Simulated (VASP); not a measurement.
Level of theory: PBE GGA, VASP's PBE PAW potentials (set 64) (plane waves; VASP).

Input for VASP

File KPOINTS:
```
Automatic mesh
0
Gamma
5 5 7
0 0 0
```

INCAR:
```
SYSTEM = MgH2
PREC = Accurate; ENCUT = 480; LREAL = .FALSE.
LASPH = .TRUE.
EDIFF = 1E-6; NELM = 100; ALGO = Normal
ISMEAR = 0; SIGMA = 0.05
GGA = PE
IBRION = 2; NSW = 60; ISIF = 3
EDIFFG = -0.02
LWAVE = .FALSE.; LCHARG = .FALSE.
```

POSCAR:
```
MgH2
1.0
  4.5134353798   0.0000000000   0.0000000000
  0.0000000000   4.5134353798   0.0000000000
  0.0000000000   0.0000000000   3.0126367211
Mg H
2 4
Cart
  0.0000000000   0.0000000000   0.0000000000
  2.2567176899   2.2567176899   1.5063183605
  1.3727065984   1.3727065984   0.0000000000
  3.6294242883   0.8840110915   1.5063183605
  0.8840110915   3.6294242883   1.5063183605
  3.1407287814   3.1407287814   0.0000000000
```

POTCAR, in this order: Mg H (PBE.64 set). Program: vasp_std.

The resulting files:

OSZICAR:
```
       N       E                     dE             d eps       ncg     rms          rms(c)
DAV:   1     0.250508498526E+01    0.25051E+01   -0.29950E+03   384   0.712E+02
DAV:   2    -0.182226946781E+02   -0.20728E+02   -0.19307E+02   528   0.799E+01
DAV:   3    -0.188929267999E+02   -0.67023E+00   -0.67023E+00   536   0.212E+01
DAV:   4    -0.188943173003E+02   -0.13905E-02   -0.13905E-02   544   0.947E-01
DAV:   5    -0.188943216181E+02   -0.43177E-05   -0.43178E-05   528   0.429E-02    0.653E+00
DAV:   6    -0.179674655396E+02    0.92686E+00   -0.73163E-01   400   0.512E+00    0.336E+00
DAV:   7    -0.176428579553E+02    0.32461E+00   -0.98428E-01   400   0.644E+00    0.497E-01
DAV:   8    -0.176517315780E+02   -0.88736E-02   -0.19254E-02   456   0.109E+00    0.960E-02
DAV:   9    -0.176515699477E+02    0.16163E-03   -0.81138E-04   536   0.205E-01    0.194E-02
DAV:  10    -0.176515903040E+02   -0.20356E-04   -0.39820E-05   464   0.545E-02    0.101E-02
DAV:  11    -0.176515889204E+02    0.13836E-05   -0.65625E-06   472   0.136E-02    0.193E-03
DAV:  12    -0.176515888965E+02    0.23829E-07   -0.21347E-07   256   0.374E-03
   1 F= -.17651589E+02 E0= -.17651589E+02  d E =-.176516E+02
       N       E                     dE             d eps       ncg     rms          rms(c)
DAV:   1    -0.176518426532E+02   -0.25373E-03   -0.10193E-03   432   0.303E-01    0.169E-02
DAV:   2    -0.176518404557E+02    0.21976E-05   -0.52308E-06   456   0.187E-02    0.964E-03
DAV:   3    -0.176518401296E+02    0.32609E-06   -0.36545E-06   416   0.108E-02
   2 F= -.17651840E+02 E0= -.17651840E+02  d E =-.251233E-03
```

File OUTCAR:
```
------------------------ aborting loop because EDIFF is reached ----------------------------------------
  FORCE on cell =-STRESS in cart. coord.  units (eV):
  Direction    XX          YY          ZZ          XY          YZ          ZX
  --------------------------------------------------------------------------------------
  Total       -0.0509444     -0.0509444     -0.0634070      0.0000000      0.0000000      0.0000000
  in kB       -1.3335790     -1.3335790     -1.6598157      0.0000000      0.0000000      0.0000000
  external PRESSURE =      -1.4423246 kB  Pullay stress =       0.0000000 kB
  volume of cell :       61.21
      direct lattice vectors                 reciprocal lattice vectors
     4.509936748 -0.000000000  0.000000000     0.221732600  0.000000000  0.000000000
    -0.000000000  4.509936748  0.000000000     0.000000000  0.221732600  0.000000000
     0.000000000  0.000000000  3.009173770     0.000000000  0.000000000  0.332317133
 POSITION                                       TOTAL-FORCE (eV/Angst)
 -----------------------------------------------------------------------------------
      4.50994     -0.00000      0.00000         0.000000      0.000000      0.000000
      2.25497      2.25497      1.50459         0.000000      0.000000      0.000000
      1.37199      1.37199      0.00000         0.004334      0.004334     -0.000000
      3.62696      0.88297      1.50459         0.004334     -0.004334      0.000000
      0.88297      3.62696      1.50459        -0.004334      0.004334      0.000000
      3.13794      3.13794      0.00000        -0.004334     -0.004334      0.000000
 -----------------------------------------------------------------------------------
    total drift:                                0.000000     -0.000000      0.000000
  FREE ENERGIE OF THE ION-ELECTRON SYSTEM (eV)
  ---------------------------------------------------
  free  energy   TOTEN  =       -17.6518401296 eV

  energy  without entropy=      -17.6518401296  energy(sigma->0) =      -17.65184013

 reached required accuracy - stopping structural energy minimisation
```
(Selected blocks of OUTCAR.)

**CONTCAR**
```
MgH2
   1.00000000000000
     4.5099367475424126   -0.0000000000000000    0.0000000000000000
    -0.0000000000000000    4.5099367475424126    0.0000000000000000
     0.0000000000000000    0.0000000000000000    3.0091737703220018
  Mg              H
     2     4
Direct
     1.0000000000000000    0.0000000000000000    0.0000000000000000
     0.5000000000000000    0.5000000000000000    0.5000000000000000
     0.3042159575243915    0.3042159575243915    0.0000000000000000
     0.8042159575243916    0.1957840424756085    0.5000000000000000
     0.1957840424756085    0.8042159575243916    0.5000000000000000
     0.6957840424756084    0.6957840424756084    0.0000000000000000
```

### OUTCAR
```
 val. band max:       -0.6424587136   @ k =   0.2000   0.0000   0.0000

 cond. band min:       3.3091906319   @ k =   0.4000   0.4000   0.4286


 Fermi energy:        -0.3990875634

 k-point     1 :       0.0000    0.0000    0.0000
  band No.  band energies     occupation
      1      -7.0317      2.00000
      2      -2.0494      2.00000
      3      -2.0494      2.00000
      4      -1.0254      2.00000
      5       4.1435      0.00000
      6       4.4252      0.00000
      7       8.5743      0.00000
      8       8.5743      0.00000

 k-point     2 :       0.2000    0.0000    0.0000
  band No.  band energies     occupation
      1      -6.7671      2.00000
      2      -3.1928      2.00000
      3      -1.8733      2.00000
      4      -0.6425      2.00000
      5       4.1508      0.00000
      6       5.3091      0.00000
      7       7.0341      0.00000
      8       9.2141      0.00000

 k-point     3 :       0.4000    0.0000    0.0000
  band No.  band energies     occupation
      1      -5.9871      2.00000
      2      -4.7443      2.00000
      3      -1.3974      2.00000
      4      -0.8319      2.00000
      5       4.3349      0.00000
      6       5.3558      0.00000
      7       7.9156      0.00000
      8      10.4579      0.00000

 k-point     4 :       0.2000    0.2000    0.0000
  band No.  band energies     occupation
      1      -6.5061      2.00000
      2      -3.2676      2.00000
      3      -2.5878      2.00000
      4      -0.6774      2.00000
      5       4.7446      0.00000
      6       5.5733      0.00000
      7       7.4571      0.00000
      8       9.1446      0.00000

 k-point     5 :       0.4000    0.2000    0.0000
  band No.  band energies     occupation
      1      -5.7392      2.00000
      2      -4.5344      2.00000
      3      -2.2177      2.00000
      4      -1.3782      2.00000
      5       5.3064      0.00000
      6       6.2352      0.00000
      7       8.2189      0.00000
...
```

The compound is MgH2 in the rutile structure. This run relaxes it. Symmetry was kept, so distortions that lower it aren't found. The start is the result of an earlier pass.
